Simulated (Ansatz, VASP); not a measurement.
ReSb2 in VASP and in Ansatz

```xyz
3
Lattice="3.3637 0.0000 0.0000 -1.6818 2.9130 0.0000 0.0000 0.0000 6.3286" Properties=species:S:1:pos:R:3 pbc="T T T"
Re    0.0000    0.0000    0.0000
Sb    0.0000    1.9420    1.8613
Sb    1.6818    0.9710    4.4673
```

Alike in both runs: functional PBEsol; k mesh 10 × 10 × 6; occupations gaussian, width 0.05 eV; no spin polarisation.

Ansatz relaxed the structure, and its values are those at the end. VASP's run is a single point on that final structure, the one shown.

|  | VASP | Ansatz |
| --- | --- | --- |
| version | VASP 6.6.1 | Ansatz 0.2.0 |
| potentials or method | VASP PAW PBE potentials, release 64 (Re, Sb) | scalar-relativistic, plane waves, PAW |
| plane-wave cutoff (eV) | 520 | 420 |
| valence electrons in the cell | 17 | 45 |

Ansatz gave:

| Item | Value |
| --- | --- |
| pressure (GPa) | 3.8 |
| rms of the force components (eV/Å) | 0.002 |

What did VASP give for the same quantities?

Pressure (GPa): 4.0; rms of the force components (eV/Å): 0.007.

The two sets of potentials don't hold the same shells in valence.

Caveats: the PAW data sets were made with another functional, which shifts forces and pressure a little (VASP). Spin-orbit coupling is left out, which matters for the levels of Re, Sb.
